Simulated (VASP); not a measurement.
OSZICAR of a VASP run on CdTe (zinc blende):

### OSZICAR
```
       N       E                     dE             d eps       ncg     rms          rms(c)
DAV:   1     0.104847197261E+03    0.10485E+03   -0.85355E+03   424   0.121E+03
DAV:   2    -0.918453944701E+00   -0.10577E+03   -0.10237E+03   466   0.278E+02
DAV:   3    -0.496158568976E+01   -0.40431E+01   -0.40375E+01   516   0.573E+01
DAV:   4    -0.500006466609E+01   -0.38479E-01   -0.38476E-01   584   0.495E+00
DAV:   5    -0.500017038505E+01   -0.10572E-03   -0.10572E-03   481   0.247E-01    0.583E+00
DAV:   6    -0.478378954562E+01    0.21638E+00   -0.46079E-01   471   0.904E+00    0.469E+00
DAV:   7    -0.476826540710E+01    0.15524E-01   -0.12324E-01   466   0.261E+00    0.178E+00
DAV:   8    -0.476903086251E+01   -0.76546E-03   -0.11152E-02   421   0.147E+00    0.518E-01
DAV:   9    -0.476935692840E+01   -0.32607E-03   -0.96784E-04   479   0.372E-01    0.125E-01
DAV:  10    -0.476942711220E+01   -0.70184E-04   -0.13253E-04   451   0.117E-01    0.537E-02
DAV:  11    -0.476946906510E+01   -0.41953E-04   -0.82701E-05   434   0.693E-02    0.344E-02
DAV:  12    -0.476946786122E+01    0.12039E-05   -0.33945E-06   486   0.189E-02    0.205E-02
DAV:  13    -0.476946761559E+01    0.24563E-06   -0.68927E-07   303   0.471E-03
   1 F= -.53091440E+01 E0= -.53091440E+01  d E =-.530914E+01
       N       E                     dE             d eps       ncg     rms          rms(c)
DAV:   1    -0.496027319367E+01   -0.19081E+00   -0.34648E+00   456   0.248E+01    0.328E+00
DAV:   2    -0.481618485966E+01    0.14409E+00   -0.37068E-01   441   0.988E+00    0.109E+00
DAV:   3    -0.479983507309E+01    0.16350E-01   -0.38983E-02   436   0.223E+00    0.946E-01
DAV:   4    -0.479710856888E+01    0.27265E-02   -0.45099E-03   451   0.512E-01    0.168E-01
DAV:   5    -0.479696140519E+01    0.14716E-03   -0.48483E-04   426   0.287E-01    0.109E-01
DAV:   6    -0.479696387008E+01   -0.24649E-05   -0.99362E-05   434   0.980E-02    0.318E-02
DAV:   7    -0.479696283809E+01    0.10320E-05   -0.27047E-05   491   0.681E-02    0.669E-03
DAV:   8    -0.479696467954E+01   -0.18415E-05   -0.31914E-06   436   0.226E-02    0.353E-03
DAV:   9    -0.479696497252E+01   -0.29298E-06   -0.78211E-07   338   0.837E-03
   2 F= -.53140780E+01 E0= -.53140780E+01  d E =-.493398E-02
       N       E                     dE             d eps       ncg     rms          rms(c)
DAV:   1    -0.480057496504E+01   -0.36103E-02   -0.16832E-01   456   0.536E+00    0.665E-01
DAV:   2    -0.479330423571E+01    0.72707E-02   -0.19835E-02   446   0.221E+00    0.216E-01
DAV:   3    -0.479255535933E+01    0.74888E-03   -0.18733E-03   431   0.467E-01    0.182E-01
DAV:   4    -0.479245986878E+01    0.95491E-04   -0.20105E-04   451   0.117E-01    0.330E-02
DAV:   5    -0.479245723376E+01    0.26350E-05   -0.22877E-05   426   0.634E-02    0.236E-02
DAV:   6    -0.479245918842E+01   -0.19547E-05   -0.61227E-06   426   0.260E-02    0.648E-03
DAV:   7    -0.479245884436E+01    0.34407E-06   -0.54331E-07   213   0.950E-03
   3 F= -.53144853E+01 E0= -.53144853E+01  d E =-.534128E-02
```

**Question.** Which electronic solver shows in the log?

**Answer.** It is blocked Davidson (ALGO = Normal, or the opening steps of other solvers). The INCAR had ALGO = Normal.

**Question.** Can the final energy be trusted as converged?

**Answer.** The run converged. It stopped with EDIFF = 1E-6, NELM = 100, NSW = 60 and EDIFFG = -0.01 after 3 ionic steps (PBE GGA with D3 dispersion (zero damping), plane waves, VASP's PBE PAW potentials (set 64)). Energy and stress use the plane-wave basis of the starting cell.

The compound is CdTe in the zinc blende structure. This run relaxes it. Symmetry was kept, so distortions that lower it aren't found.
